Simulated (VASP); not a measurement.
Output of a VASP run:

**OSZICAR**
```
       N       E                     dE             d eps       ncg     rms          rms(c)
DAV:   1     0.231916053200E+03    0.23192E+03   -0.21587E+04   460   0.161E+03
DAV:   2    -0.381121677725E+02   -0.27003E+03   -0.26318E+03   575   0.352E+02
DAV:   3    -0.502134645965E+02   -0.12101E+02   -0.12079E+02   595   0.757E+01
DAV:   4    -0.504328236025E+02   -0.21936E+00   -0.21929E+00   655   0.934E+00
DAV:   5    -0.504385943203E+02   -0.57707E-02   -0.57705E-02   612   0.103E+00    0.632E+01
DAV:   6    -0.435730885740E+02    0.68655E+01   -0.41357E+01   537   0.386E+01    0.550E+01
DAV:   7    -0.434967175245E+02    0.76371E-01   -0.23124E+00   633   0.100E+01    0.335E+01
DAV:   8    -0.434875375855E+02    0.91799E-02   -0.27322E-01   574   0.454E+00    0.488E+00
DAV:   9    -0.434732939061E+02    0.14244E-01   -0.96881E-02   572   0.193E+00    0.170E+00
DAV:  10    -0.434728922596E+02    0.40165E-03   -0.11396E-02   565   0.722E-01    0.607E-01
DAV:  11    -0.434727287992E+02    0.16346E-03   -0.88642E-04   587   0.207E-01    0.166E-01
DAV:  12    -0.434727565248E+02   -0.27726E-04   -0.82623E-05   632   0.629E-02    0.173E-01
DAV:  13    -0.434727610837E+02   -0.45589E-05   -0.13081E-05   586   0.249E-02    0.795E-03
DAV:  14    -0.434727609663E+02    0.11748E-06   -0.65107E-07   624   0.529E-03    0.343E-03
DAV:  15    -0.434727607669E+02    0.19937E-06   -0.35643E-07   564   0.408E-03    0.400E-03
DAV:  16    -0.434727607659E+02    0.97134E-09   -0.34911E-08   398   0.128E-03
   1 F= -.44671396E+02 E0= -.44671396E+02  d E =-.148626E-16
```

### OUTCAR
```
------------------------ aborting loop because EDIFF is reached ----------------------------------------
 Edisp (eV)   -1.19864
  FORCE on cell =-STRESS in cart. coord.  units (eV):
  Direction    XX          YY          ZZ          XY          YZ          ZX
  --------------------------------------------------------------------------------------
  Total       2.34354     2.34354     2.34354    -0.00000     0.00000     0.00000
  in kB      53.02462    53.02462    53.02462    -0.00000     0.00000     0.00000
  external pressure =       53.02 kB  Pullay stress =        0.00 kB
  volume of cell :       70.81
      direct lattice vectors                 reciprocal lattice vectors
     4.137152736  0.000000000  0.000000000     0.241712130  0.000000000  0.000000000
     0.000000000  4.137152736  0.000000000     0.000000000  0.241712130  0.000000000
     0.000000000  0.000000000  4.137152736     0.000000000  0.000000000  0.241712130
 POSITION                                       TOTAL-FORCE (eV/Angst)
 -----------------------------------------------------------------------------------
      0.00000      0.00000      0.00000         0.000000      0.000000      0.000000
      2.06858      2.06858      2.06858         0.000000      0.000000      0.000000
      2.06858      0.00000      2.06858         0.000000      0.000000      0.000000
      0.00000      2.06858      2.06858         0.000000      0.000000      0.000000
      2.06858      2.06858      0.00000         0.000000      0.000000      0.000000
 -----------------------------------------------------------------------------------
    total drift:                                0.000000     -0.000000     -0.000000
  FREE ENERGIE OF THE ION-ELECTRON SYSTEM (eV)
  ---------------------------------------------------
  free  energy   TOTEN  =       -44.6713960192 eV

  energy  without entropy=      -44.6713960192  energy(sigma->0) =      -44.67139602
```
(Selected blocks of OUTCAR.)

File POSCAR:
```
BaHfO3
1
    4.1371527356     0.0000000000     0.0000000000
    0.0000000000     4.1371527356     0.0000000000
    0.0000000000     0.0000000000     4.1371527356
Ba Hf O
1 1 3
Direct
  0.0000000000   0.0000000000   0.0000000000
  0.5000000000   0.5000000000   0.5000000000
  0.5000000000   0.0000000000   0.5000000000
  0.0000000000   0.5000000000   0.5000000000
  0.5000000000   0.5000000000   0.0000000000
```

Problem. Reconstruct the remaining input files.

Solution. This is not unique; one that fits is the input of the run itself, PBE GGA with D3 dispersion (Becke-Johnson damping), plane waves, VASP's PBE PAW potentials (set 64).

**KPOINTS**
```
Automatic
0
Gamma
  5 5 5
0 0 0
```

INCAR:
```
# general
SYSTEM  = BaHfO3
PREC    = Accurate
ENCUT   = 520   # plane-wave cut-off (eV)
LREAL   = .FALSE.
LASPH   = .TRUE.   # aspherical one-centre terms

# electronic loop
EDIFF   = 1E-7   # SCF stop (eV)
NELM    = 100   # most electronic steps
ALGO    = Normal
LMAXMIX = 6

# smearing
ISMEAR  = 0
SIGMA   = 0.05

# functional
GGA     = PE   # PBE
IVDW    = 12   # D3, Becke-Johnson

# ions
ISIF    = 2

# output
LWAVE   = .FALSE.
LCHARG  = .FALSE.
```

POTCAR, in this order: Ba_sv Hf_pv O (PBE.64 set). Program: vasp_std.

The compound is BaHfO3 in the cubic perovskite structure. This cell is one point of a volume scan, at 0.97 of the reference volume.
